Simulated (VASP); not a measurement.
These are PBE GGA with D3 dispersion (Becke-Johnson damping), VASP's PBE PAW potentials (set 64) (plane waves; VASP) values and carry that method's errors.

Input for VASP

POSCAR:
```
InAs
1
    0.0000000000     3.0290000000     3.0290000000
    3.0290000000     0.0000000000     3.0290000000
    3.0290000000     3.0290000000     0.0000000000
As In
1 1
Direct
  0.2500000000   0.2500000000   0.2500000000
  0.0000000000   0.0000000000   0.0000000000
```

File KPOINTS:
```
Automatic mesh
0
G
7 7 7
0 0 0
```

**INCAR**
```
# general
SYSTEM =InAs
PREC   =Accurate
ENCUT  =400   # plane-wave cut-off (eV)
LREAL  =.FALSE.
LASPH  =.TRUE.

# electronic loop
EDIFF  =1E-6   # SCF stop (eV)
NELM   =100   # most electronic steps
ALGO   =Normal
LMAXMIX=4   # l cut-off of mixed one-centre charges

# smearing
ISMEAR =0
SIGMA  =0.05   # width (eV)

# functional
GGA    =PE
IVDW   =12   # D3, Becke-Johnson

# ions
IBRION =2   # conjugate gradients
NSW    =60
ISIF   =3   # ions, shape and volume
EDIFFG =-0.01   # ionic stop

# output
LWAVE  =.FALSE.
LCHARG =.FALSE.
```

POTCAR, in this order: As In_d (PBE.64 set). Program: vasp_std.

Energy and stress use the plane-wave basis of the starting cell. Unless said otherwise, spin-orbit coupling is left out, though it shifts the bands of the heavy elements here.

### Question
What does the run give for the energy per atom (σ→0), dispersion energy, volume per atom, band gap (on the k-mesh)?

### Answer

```yaml
energy per atom (σ→0): -401.5 kJ/mol of atoms
dispersion_energy: -0.624 eV
band gap (on the k-mesh): none (metal, semimetal or under 0.01 eV)
volume_per_atom: 28.55 Å³/atom
```

### OSZICAR
```
...
DAV:   2    -0.770168639363E+01    0.21410E-01   -0.46332E-02   630   0.548E+00    0.361E-01
DAV:   3    -0.769814694449E+01    0.35394E-02   -0.10869E-02   690   0.235E+00    0.210E-01
DAV:   4    -0.769812555514E+01    0.21389E-04   -0.41523E-04   550   0.207E-01    0.149E-01
DAV:   5    -0.769808476989E+01    0.40785E-04   -0.57680E-05   638   0.791E-02    0.569E-02
DAV:   6    -0.769809094098E+01   -0.61711E-05   -0.22722E-05   797   0.585E-02    0.141E-02
DAV:   7    -0.769808814786E+01    0.27931E-05   -0.27644E-06   570   0.282E-02    0.190E-03
DAV:   8    -0.769808818671E+01   -0.38852E-07   -0.26877E-07   290   0.117E-02
   3 F= -.83216628E+01 E0= -.83215504E+01  d E =-.722347E-02
```

The structure comes from a measured InAs entry (F-43m) of the Crystallography Open Database, whose conditions weren't checked. This run relaxes it. Symmetry was kept, so distortions that lower it aren't found.
